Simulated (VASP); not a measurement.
Level of theory: PBE GGA, VASP's PBE PAW potentials (set 64) (plane waves; VASP).

Input for VASP

File POSCAR:
```
LiH
2.8849960
  0.0000000000   0.7071066996   0.7071066996
  0.7071066996   0.0000000000   0.7071066996
  0.7071066996   0.7071066996   0.0000000000
Li H
1 1
direct
  0.0000000000   0.0000000000   0.0000000000
  0.5000000000   0.5000000000   0.5000000000
```

**KPOINTS**
```
Automatic mesh
0
gamma
10 10 10
0 0 0
```

INCAR:
```
SYSTEM = LiH
PREC = Accurate
ENCUT = 520
EDIFF = 1E-6
NELM = 100
ALGO = Normal
LREAL = .FALSE.
LASPH = .TRUE.
ISMEAR = 0
SIGMA = 0.05
GGA = PE
LWAVE = .FALSE.
LCHARG = .FALSE.
ISIF = 2
```

POTCAR, in this order: Li_sv H_s (PBE.64 set). Program: vasp_std.

The resulting files:

File OSZICAR:
```
       N       E                     dE             d eps       ncg     rms          rms(c)
DAV:   1    -0.147678455664E+01   -0.14768E+01   -0.14495E+03   576   0.612E+02
DAV:   2    -0.627673849775E+01   -0.48000E+01   -0.48000E+01   822   0.666E+01
DAV:   3    -0.636213073924E+01   -0.85392E-01   -0.85392E-01   660   0.862E+00
DAV:   4    -0.636349241981E+01   -0.13617E-02   -0.13617E-02   768   0.974E-01
DAV:   5    -0.636349707516E+01   -0.46553E-05   -0.46553E-05   666   0.499E-02    0.282E+00
DAV:   6    -0.618022070300E+01    0.18328E+00   -0.16205E-01   654   0.183E+00    0.141E+00
DAV:   7    -0.612045858397E+01    0.59762E-01   -0.20588E-01   726   0.228E+00    0.213E-01
DAV:   8    -0.612237248213E+01   -0.19139E-02   -0.50427E-03   684   0.633E-01    0.384E-02
DAV:   9    -0.612233573601E+01    0.36746E-04   -0.18242E-04   816   0.842E-02    0.895E-03
DAV:  10    -0.612233125624E+01    0.44798E-05   -0.45059E-06   642   0.196E-02    0.244E-03
DAV:  11    -0.612233042293E+01    0.83330E-06   -0.43657E-07   384   0.487E-03
   1 F= -.61223304E+01 E0= -.61223304E+01  d E =-.325284E-11
```

### OUTCAR
```
------------------------ aborting loop because EDIFF is reached ----------------------------------------
  FORCE on cell =-STRESS in cart. coord.  units (eV):
  Direction    XX          YY          ZZ          XY          YZ          ZX
  --------------------------------------------------------------------------------------
  Total       -0.2015592     -0.2015592     -0.2015592     -0.0000000     -0.0000000     -0.0000000
  in kB      -19.0192161    -19.0192161    -19.0192161     -0.0000000     -0.0000000     -0.0000000
  external PRESSURE =     -19.0192161 kB  Pullay stress =       0.0000000 kB
  volume of cell :       16.98
      direct lattice vectors                 reciprocal lattice vectors
     0.000000000  2.040000000  2.040000000    -0.245098039  0.245098039  0.245098039
     2.040000000  0.000000000  2.040000000     0.245098039 -0.245098039  0.245098039
     2.040000000  2.040000000  0.000000000     0.245098039  0.245098039 -0.245098039
  FREE ENERGIE OF THE ION-ELECTRON SYSTEM (eV)
  ---------------------------------------------------
  free  energy   TOTEN  =        -6.1223304229 eV

  energy  without entropy=       -6.1223304229  energy(sigma->0) =       -6.12233042
```
(Selected blocks of OUTCAR.)

The compound is LiH in the rock salt structure. The cell was not relaxed at this level. The run is one of a series of settings (POTCAR Li_sv H_s (PBE.64 set) against the base run), some of them coarse on purpose.
